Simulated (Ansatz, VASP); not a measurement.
# Cross-check of Ca (dimer Ca chain) between VASP and Ansatz

Aim: how closely do two programs agree when they are given the same cell, functional and k mesh? The structure shown is the start of the Ansatz relaxation below; VASP solves that cell, so the two are compared at the walk's first step.

Main program and level: Ansatz 0.2.0; plane waves, with VASP 6.6.1 beside it; single point at PBE, single point at LDA and single point at PBEsol.

In doubt: too few empty bands were carried (steps 2, 5), so the values of those runs are not to be relied on.

**1. Set-up**

The cell holds 2 atoms: 2 Ca. Cell: a = 12.000 Å, b = 12.000 Å, c = 6.688 Å, α = 90.0°, β = 90.0°, γ = 90.0°. Vacuum lies along a and b. The structure's axis is c.

**2. Ansatz: relaxation, PBE**

Ansatz runs on its default PAW (the set named soft_2) files.

The two programs are compared at the cell with which this relaxation starts, whose forces are those of its first step.

File input.yaml:

```yaml
crystal:
  lattice:
    - [12.0, 0.0, 0.0]
    - [0.0, 12.0, 0.0]
    - [0.0, 0.0, 6.688]
  atoms:
    - { symbol: Ca, position: [0.5, 0.5, 0.0] }
    - { symbol: Ca, position: [0.5, 0.5, 0.45] }
kpoints:
  mp_grid: { grid: [1, 1, 12] }
scf:
  occupations: { method: fermi_dirac, width: 0.05 }
hamiltonian:
  xc: pbe
relax:
  cell: { fix: [a, b, alpha, beta, gamma] }
  max_steps: 60
```

Run with:

```bash
$ ansatz run input.yaml --threads 4 --pin off --max-ram 16384MiB --backend cpu --events-out ev --progress --plain --runs-dir out
```

Numbers of over 12 decimals in the logs are rounded to 6 here.

The program printed:

```text
Engine: ansatz 0.2.0, x86_64-unknown-linux-gnu
Pseudopotentials: kind: paw
Pseudopotential: Ca, paw, valence charge 10, recommended cutoff 420 eV (normal), Ca.paw.azcp
Functional definition: PBE
  parameter kappa = 0.804
  parameter beta = 0.066725
  exchange = pbe_x(kappa = kappa, mu = beta*pi^2/3)
  correlation = pbe_c(beta = beta)
Crystal: 2 atoms, lattice volume = 963.072 Å³
Basis set: ecut = 420 eV, 18767 PW (Γ), exchange–correlation on 162×162×90 points (8 copies of the dense FFT grid, shifted against one another)
Bands: 14, of which v1, the nominal top of the filled ones, is band 10 counted from 1 (9 counted from 0)
Symmetry: 16 space group operations
Space group: P4/mmm (ITA 123), of the structure as read, at distance tolerance 9.9e-5 Å
k-points: 7 of 12
Non-local potential: Ca, projectors of the file, l = 0: 3, l = 1: 2, l = 2: 2
PAW form: soft (Blöchl's): semilocal exchange-correlation on the pseudo side does not see the compensation charge
PAW one-centre angular grid: Ca, 110 points (default); XC on 64 Gauss nodes
Initial density: superposition of atomic densities (neutral atoms: chi_scale 0, normalization atom), corrected by the library's trained network
Initial wavefunctions: pseudopotential atomic-orbital guess
Functional: x = pbe(κ = 0.804, μ = 0.219515), c = pbe(β = 0.066725)
SCF iter   1: F=—  HF=-3630.001873 eV  |F-HF|=—  |Δ(HF+E_count)|=         —  Δρ=1.97e-3  dr2=9.31e-2  ethr=1.77e-3  ⟨swp⟩=11.9  Hψ=905  notcnv=0
preconditioner: auto → LDOS  [insulator: Δε(μ)=0.182 eV  Ē_g=1.845 eV  σ=0.050 eV  W_gap=0.56  n_scr=46 (ndim 8)  ℏωp=2.4 eV  f_vac=0.745  D(μ)=12.47/eV (n_scr^D=66)  ε∞_Penn≈2.7  β→1.0]
SCF iter   2: F=—  HF=-3629.988798 eV  |F-HF|=—  |Δ(HF+E_count)|=   1.31e-2  Δρ=7.34e-4  dr2=1.68e-2  ethr=4.65e-4  ⟨swp⟩=2.0  Hψ=195  notcnv=0
SCF iter   3: F=—  HF=-3629.992255 eV  |F-HF|=—  |Δ(HF+E_count)|=   3.46e-3  Δρ=4.64e-4  dr2=3.25e-3  ethr=8.38e-5  ⟨swp⟩=2.7  Hψ=169  notcnv=0
SCF iter   4: F=—  HF=-3629.991748 eV  |F-HF|=—  |Δ(HF+E_count)|=   5.07e-4  Δρ=1.24e-4  dr2=4.70e-4  ethr=1.63e-5  ⟨swp⟩=2.0  Hψ=161  notcnv=0
SCF iter   5: F=—  HF=-3629.991935 eV  |F-HF|=—  |Δ(HF+E_count)|=   1.86e-4  Δρ=5.24e-5  dr2=5.90e-5  ethr=2.35e-6  ⟨swp⟩=2.0  Hψ=159  notcnv=0
SCF iter   6: F=—  HF=-3629.992093 eV  |F-HF|=—  |Δ(HF+E_count)|=   1.59e-4  Δρ=2.21e-5  dr2=1.21e-5  ethr=2.95e-7  ⟨swp⟩=2.0  Hψ=159  notcnv=0
SCF iter   7: F=—  HF=-3629.992097 eV  |F-HF|=—  |Δ(HF+E_count)|=   3.54e-6  Δρ=5.85e-6  dr2=4.40e-7  ethr=6.05e-8  ⟨swp⟩=3.7  Hψ=208  notcnv=0
SCF iter   8: F=-3629.992098 eV  HF=-3629.992098 eV  |F-HF|=2.31e-8  |Δ(HF+E_count)|=   8.86e-7  Δρ=1.04e-6  dr2=1.18e-8  ethr=5.00e-10  ⟨swp⟩=5.7  Hψ=392  notcnv=0
SCF 1 converged in 8 iterations: F = -3629.992098 eV  dr2 = 1.18e-8
  greatest PAW one-centre occupation: 0.996 electrons in one spin orbital (limit 2), on the Ca atom at site 1 (counted from 0), in its partial waves of l = 0
relax step   1: F+E_penalty+E_count = -3629.99209764 eV  Δ(F+E_penalty+E_count) = +0.000e0 eV  max|allowed force component| = 1.166e0 eV/Å  Δτ_max = 0.0000 Å  P = +0.295 GPa  Ω = 963.072 Å³  fix = [a, b, alpha, beta, gamma]  reactions: a -0.002, b -0.002 GPa  (8 SCF iters, dr2 threshold 1.00e-7 eV, accepted)
[...]
relax step   5: F+E_penalty+E_count = -3630.56970973 eV  Δ(F+E_penalty+E_count) = -3.458e-2 eV  max|allowed force component| = 2.435e-2 eV/Å  Δτ_max = 0.0218 Å  P = +0.004 GPa  Ω = 1128.778 Å³  energy of the carried Pulay correction = -5.423e-4 eV  fix = [a, b, alpha, beta, gamma]  reactions: a -0.004, b -0.004 GPa  (9 SCF iters, dr2 threshold 2.00e-7 eV, accepted)
[...]
relax step   6: F+E_penalty+E_count = -3630.57025026 eV  Δ(F+E_penalty+E_count) = -5.405e-4 eV  max|allowed force component| = 1.067e-2 eV/Å  Δτ_max = 0.0039 Å  P = -0.001 GPa  Ω = 1133.435 Å³  energy of the carried Pulay correction = -5.563e-4 eV  fix = [a, b, alpha, beta, gamma]  reactions: a -0.004, b -0.004 GPa  (5 SCF iters, dr2 threshold 3.71e-8 eV, accepted)
[...]
relax step   7: F+E_penalty+E_count = -3630.57032502 eV  Δ(F+E_penalty+E_count) = -7.476e-5 eV  max|allowed force component| = 4.919e-3 eV/Å  Δτ_max = 0.0046 Å  P = -0.002 GPa  Ω = 1135.157 Å³  energy of the carried Pulay correction = -5.614e-4 eV  fix = [a, b, alpha, beta, gamma]  reactions: a -0.004, b -0.004 GPa  (5 SCF iters, dr2 threshold 7.11e-9 eV, accepted)
[...]
relax step   8: F+E_penalty+E_count = -3630.57334025 eV  Δ(F+E_penalty+E_count) = -3.015e-3 eV  max|allowed force component| = 5.024e-3 eV/Å  Δτ_max = 0.0000 Å  P = +0.002 GPa  Ω = 1135.157 Å³  fix = [a, b, alpha, beta, gamma]  reactions: a -0.004, b -0.004 GPa  stress off target by 1.45e-2 GPa on what of the cell is left free  SCF on the basis re-selected at this cell (its energy is not comparable with the rows above)  (6 SCF iters)
basis re-selected at this cell: Δ(F+E_penalty+E_count) = -3.015e-3 eV, ΔP = +0.005 GPa vs the last step (what re-selecting the basis moved, of the pressure what is left beyond the Pulay correction that the steps carried, after the strain that the cell walked since its last selection, with what the two solves' SCF thresholds leave and, on support functions, any second-order correction that the steps lacked; it is no measure of the basis error at this ecutwfc). The dense FFT grid was sized anew with the basis: this SCF ran on 81×81×54 points, the steps before it on 81×81×45, so part of this shift can come from that change (see relax.cell in the input reference). [rest of the remark cut]
SCF converged after 6 iterations
Free energy (F): -3630.573340 eV
Harris-Foulkes:  -3630.573340 eV  (|F-HF|=9.09e-13)
Internal energy: -3630.537880 eV  (E = F + TS)
E sigma→0 (E₀):  -3630.555610 eV
Entropy (-TS):   -0.035460 eV (-17.730 meV/atom)
Fermi energy:    -1.557620 eV
--- Per-component energies (eV) ---
  E_band       = -515.134440
  E_kinetic    = 544.135953
  E_local      = -3454.344621  (includes V_loc(G=0)·N_el)
  E_nonlocal   = 127.414021
  E_hartree    = 1364.665948
  E_xc         = -267.438685
  E_vxc        = -332.904615  (∫ρ·V_xc dr)
  E_paw        = -1716.182613  (= ΣΔE_a)
  E_vpaw       = -128.766887  (= ΣTr[D̂ρ^β])
  E_aug_tail   = -0.000012  (compensation charges beyond the density's cutoff)
  E_ewald      = -228.787871
  E_smearing   = -0.035460  (= −TS)
  E_closure    = -0.000000  (closes the sum)
  Σ components = -3630.573340   (vs F -3630.573340, Δ=0.00e0)
--- Forces (eV/Å), atoms counted from 1 ---
  atom   1  Ca     0.00000000     0.00000000    -0.00502382
  atom   2  Ca     0.00000000     0.00000000     0.00502382
  max |Σ_I F_I| component: 0.00e0 eV/Å
--- Stress (GPa, compression-positive) ---
       -0.003633       0.000000       0.000000
        0.000000      -0.003633       0.000000
        0.000000       0.000000       0.014500
  P = ⅓ Tr σ = 0.0024 GPa (0.024 kbar)
--- Band table (eV; the first three rows and the last of 7) ---
  k-point 0: bands = [... 6 lower, -26.5857, -26.5266, -3.9552, -1.4975, -1.4384, -1.4159, -1.4159, -1.3021]
  k-point 1: bands = [... 6 lower, -26.5847, -26.5276, -3.9340, -1.7687, -1.4106, -1.4106, -1.2907, -1.2559]
  k-point 2: bands = [... 6 lower, -26.5818, -26.5306, -3.8708, -2.0831, -1.3953, -1.3953, -1.2574, -1.2521]
  k-point 6: bands = [... 6 lower, -26.5565, -26.5560, -3.2242, -3.2200, -1.2860, -1.2860, -1.2824, -1.2824]
--- Relaxed structure (7 steps of the walk, 7 accepted, 1 SCFs on fresh bases) ---
  F+E_penalty+E_count = -3630.57334025 eV   max|allowed force component| = 5.024e-3 eV/Å   (the final SCF, on the basis selected at the relaxed cell)
  cell:  # Å, volume = 1135.1570 Å³
    - [12.0, 0.0, 0.0]
    - [0.0, 12.0, 0.0]
    - [0.0, 0.0, 7.883035]
  atoms:
    - { symbol: Ca, position: [0.5, 0.5, -0.024782] }
    - { symbol: Ca, position: [0.5, 0.5, 0.474782] }
```

**3. VASP: single point, PBE, start cell**

The same cell, functional, mesh and smearing now go to VASP, with its own data sets.

Lines of VASP's logs that name or quote its potential files are left out, and so is its time.

File INCAR:

```
SYSTEM = Ca
PREC = Accurate
ENCUT = 400
EDIFF = 1E-06
NELM = 120
ISMEAR = -1
SIGMA = 0.05
LREAL = .FALSE.
ALGO = Normal
GGA = PE
NBANDS = 16
LORBIT = 11
LWAVE = .FALSE.
LCHARG = .FALSE.
ISIF = 2
LASPH = .TRUE.
GGA_COMPAT = .FALSE.
KPAR = 2
```

File POSCAR:

```
Ca
1.0
   12.0000000000      0.0000000000      0.0000000000
    0.0000000000     12.0000000000      0.0000000000
    0.0000000000      0.0000000000      6.6880000000
Ca
2
Direct
    0.5000000000      0.5000000000      0.0000000000
    0.5000000000      0.5000000000      0.4500000000
```

File KPOINTS:

```
Automatic mesh
0
Gamma
1 1 12
0 0 0
```

PAW data sets: Ca_sv (PBE family, release 64).

Run with:

```bash
$ mpirun -np 2 vasp_std
```

The program printed:

```text
[banner, memory and clock lines left out]
running    2 mpi-ranks, on    1 nodes
 distrk:  each k-point on    1 cores,    2 groups
 distr:  one band on    1 cores,    1 groups

 POSCAR found type information on POSCAR Ca
 POSCAR found :  1 types and       2 ions
 LDA part: xc-table for (Slater+PW92), standard interpolation
 POSCAR, INCAR and KPOINTS ok, starting setup
 FFT: planning ... GRIDC
 FFT: planning ... GRID_SOFT
 FFT: planning ... GRID
 WAVECAR not read
 entering main loop
       N       E                     dE             d eps       ncg     rms          rms(c)
DAV:   1     0.857501740352E+02    0.85750E+02   -0.80455E+03   360   0.622E+02
DAV:   2     0.829515100171E+01   -0.77455E+02   -0.76790E+02   328   0.179E+02
DAV:   3    -0.378754637444E+00   -0.86739E+01   -0.86203E+01   448   0.379E+01
DAV:   4    -0.617476634460E+00   -0.23872E+00   -0.23259E+00   320   0.777E+00
DAV:   5    -0.629700348270E+00   -0.12224E-01   -0.12077E-01   392   0.135E+00    0.295E+00
DAV:   6    -0.177575904486E+00    0.45212E+00   -0.12880E+00   280   0.537E+00    0.132E+00
DAV:   7    -0.134306707135E+00    0.43269E-01   -0.23690E-01   368   0.170E+00    0.835E-01
DAV:   8    -0.130695560211E+00    0.36111E-02   -0.39374E-02   320   0.131E+00    0.169E-01
DAV:   9    -0.131032611260E+00   -0.33705E-03   -0.21170E-03   408   0.316E-01    0.900E-02
DAV:  10    -0.130825072221E+00    0.20754E-03   -0.26100E-03   312   0.193E-01    0.336E-02
DAV:  11    -0.131341285891E+00   -0.51621E-03   -0.34759E-04   384   0.618E-02    0.255E-02
DAV:  12    -0.132738661492E+00   -0.13974E-02   -0.57478E-04   312   0.108E-01    0.130E-02
DAV:  13    -0.133179583134E+00   -0.44092E-03   -0.11515E-04   336   0.450E-02    0.732E-03
DAV:  14    -0.133416383788E+00   -0.23680E-03   -0.40194E-05   272   0.202E-02    0.486E-03
DAV:  15    -0.133518425487E+00   -0.10204E-03   -0.73178E-06   264   0.113E-02    0.364E-03
DAV:  16    -0.133588507180E+00   -0.70082E-04   -0.83153E-06   272   0.108E-02    0.245E-03
DAV:  17    -0.133611537838E+00   -0.23031E-04   -0.45525E-06   280   0.641E-03    0.835E-04
DAV:  18    -0.133612689703E+00   -0.11519E-05   -0.53295E-07   280   0.408E-03    0.342E-04
DAV:  19    -0.133612649731E+00    0.39972E-07   -0.34271E-08   272   0.105E-03
   1 F= -.13361265E+00 E0= -.84186719E-01  d E =-.988519E-01
```

Parts of OUTCAR (step 3):

```text
ion  position               nearest neighbor table
   1  0.500  0.500  0.000-   2 3.01
   2  0.500  0.500  0.450-   1 3.01

  LATTYP: Found a simple tetragonal cell.
 ALAT       =    12.0000000000
 C/A-ratio  =     0.5573333333

 Subroutine GETGRP returns: Found 16 space group operations
 (whereof  8 operations were pure point group operations)

The static configuration has the point symmetry C_4v.
 The point group associated with its full space group is D_4h.

 Found      7 irreducible k-points:

   k-points           NKPTS =      7   k-points in BZ     NKDIM =      7   number of bands    NBANDS=     16

   dimension x,y,z NGX =    80 NGY =   80 NGZ =   48
   dimension x,y,z NGXF=   160 NGYF=  160 NGZF=   96

   ENCUT  =  400.0 eV  29.40 Ry    5.42 a.u.  19.57 19.57 10.91*2*pi/ulx,y,z

   NELECT =      20.0000    total number of electrons

 k-points in reciprocal lattice and weights: Automatic mesh
   0.00000000  0.00000000  0.00000000       0.083
   0.00000000  0.00000000  0.08333333       0.167
   0.00000000  0.00000000  0.16666667       0.167
   0.00000000  0.00000000  0.25000000       0.167
   0.00000000  0.00000000  0.33333333       0.167
   0.00000000  0.00000000  0.41666667       0.167
   0.00000000  0.00000000  0.50000000       0.083

 average (electrostatic) potential at core
       1 -54.0384       2 -54.0384

 E-fermi :  -1.8807

 k-point     1 :       0.0000    0.0000    0.0000
  band No.  band energies     occupation
    ...
      7     -26.1508      2.00000
      8     -25.8440      2.00000
      9      -4.3389      2.00000
     10      -1.8561      0.75925
     11      -1.8561      0.75925
     12      -1.6069      0.00835
     13      -1.4812      0.00068
     14      -1.4812      0.00068
     15      -1.0576      0.00000
     16      -1.0396      0.00000

 k-point     2 :       0.0000    0.0000    0.0833
  band No.  band energies     occupation
    ...
      7     -26.1512      2.00000
      8     -25.8479      2.00000
      9      -4.3067      2.00000
     10      -1.8494      0.69682
     11      -1.8494      0.69682
     12      -1.6075      0.00845
     13      -1.4696      0.00054
     14      -1.4696      0.00054
     15      -1.2101      0.00000
     16      -1.0448      0.00000

 k-point     3 :       0.0000    0.0000    0.1667
  band No.  band energies     occupation
    ...
      7     -26.1522      2.00000
      8     -25.8589      2.00000
      9      -4.2112      2.00000
     10      -1.8307      0.53777
     11      -1.8307      0.53777
     12      -1.7575      0.15694
     13      -1.4362      0.00028
     14      -1.4362      0.00028
     15      -1.3979      0.00013
     16      -1.0078      0.00000

  Total       -0.0366047     -0.0366047      5.3305815      0.0000000     -0.0000000      0.0000000
  in kB       -0.0608960     -0.0608960      8.8680149      0.0000000     -0.0000000      0.0000000
  external PRESSURE =       2.9154076 kB  Pullay stress =       0.0000000 kB

  energy-cutoff  :      400.00
  volume of cell :      963.07
      direct lattice vectors                 reciprocal lattice vectors
    12.000000000  0.000000000  0.000000000     0.083333333  0.000000000  0.000000000
     0.000000000 12.000000000  0.000000000     0.000000000  0.083333333  0.000000000
     0.000000000  0.000000000  6.688000000     0.000000000  0.000000000  0.149521531

 POSITION                                       TOTAL-FORCE (eV/Angst)
 -----------------------------------------------------------------------------------
      6.00000      6.00000      0.00000        -0.000000      0.000000     -1.170561
      6.00000      6.00000      3.00960         0.000000      0.000000      1.170561
 -----------------------------------------------------------------------------------
    total drift:                                0.000000     -0.000000      0.000019

  FREE ENERGIE OF THE ION-ELECTRON SYSTEM (eV)
  ---------------------------------------------------
  free  energy   TOTEN  =        -0.1336126497 eV

  energy  without entropy=       -0.0347607884  energy(sigma->0) =       -0.08418672

 total charge
# of ion       s       p       d       tot
------------------------------------------
    1        2.130   5.808   0.172   8.110
    2        2.130   5.808   0.172   8.110
--------------------------------------------------
tot          4.259  11.616   0.344  16.220

[... 3 further parts left out ...]
```

**4. Side by side**

Known differences besides the potentials themselves: the cutoff is 420 eV in Ansatz and 400 eV in VASP; Ansatz's log warns that its bands leave out some electrons. Total energies have different zeros and are not compared.

Forces (eV/Å; atoms numbered as in POSCAR):

```
atom        Ansatz x, y, z          VASP x, y, z
 Ca1  0.000, 0.000, -1.166  0.000, 0.000, -1.171
 Ca2   0.000, 0.000, 1.166   0.000, 0.000, 1.171
```

The forces differ by 2.5 meV/Å r.m.s., which is 0.4 % of the r.m.s. force of 0.676 eV/Å (both taken over all components).

**5. Ansatz: relaxation, LDA**

The two programs are compared at the cell with which this relaxation starts, whose forces are those of its first step.

The structure compared here is the start of the Ansatz relaxation; VASP solves that cell, so the two are compared at the walk's first step.

input.yaml, the sections that differ from step 2:

```yaml
crystal:
  lattice:
    - [12.0, 0.0, 0.0]
    - [0.0, 12.0, 0.0]
    - [0.0, 0.0, 6.688]
  atoms:
    - { symbol: Ca, position: [0.5, 0.5, 0.0], spin: 0.5 }
    - { symbol: Ca, position: [0.5, 0.5, 0.45], spin: 0.5 }
magnetization:
  spin_polarized: true
hamiltonian:
  xc: lda
# kpoints, scf, relax: as in step 2
```

Run with:

```bash
$ ansatz run input.yaml --threads 4 --pin off --max-ram 16384MiB --backend cpu --events-out ev --progress --plain --runs-dir out
```

The program printed:

```text
[...]
Crystal: 2 atoms, lattice volume = 963.072 Å³
Basis set: ecut = 420 eV, 18767 PW (Γ)
Bands: 15, of which v1, the nominal top of the filled ones, is band 10 counted from 1 (9 counted from 0)
Symmetry: 16 space group operations
[...]
k-points: 7 of 12
[...]
Starting moments: Σ|m| = 1 μB on 2 of 2 sites
[...]
k-point 6 ↓: bands = [... 6 lower, -26.4280, -26.4266, -3.3320, -3.3244, -1.4152, -1.4152, -1.4083, -1.4083, ... 1 higher]
--- Relaxed structure (6 steps of the walk, 6 accepted, 1 SCFs on fresh bases) ---
[...]
cell:  # Å, volume = 1106.4253 Å³
    - [12.0, 0.0, 0.0]
    - [0.0, 12.0, 0.0]
    - [0.0, 0.0, 7.683509]
  atoms:
    - { symbol: Ca, position: [0.5, 0.5, -0.024596] }
    - { symbol: Ca, position: [0.5, 0.5, 0.474596] }
[key lines of the parts left out:]
SCF converged after 6 iterations
Magnetization: -0.0000 μB (10.0000 up, 10.0000 down)
Free energy (F): -3541.609069 eV
Fermi energy:    -1.693392 eV
P = ⅓ Tr σ = 0.0016 GPa (0.016 kbar)
```

[end of part 1 of 2]

[Lines on the potential files, build, host, timing and source positions are cut from VASP's logs without a mark.]

[Logs are printed without paths, hosts, clocks, repeated set-up lines and the standing remarks that a program may print on its own settings, such as how far it seeks lower states.]

[Hosts, paths, dates, database ids (printed as entryN), source tags and the programs' standing remarks are cut or masked in the printed files.]
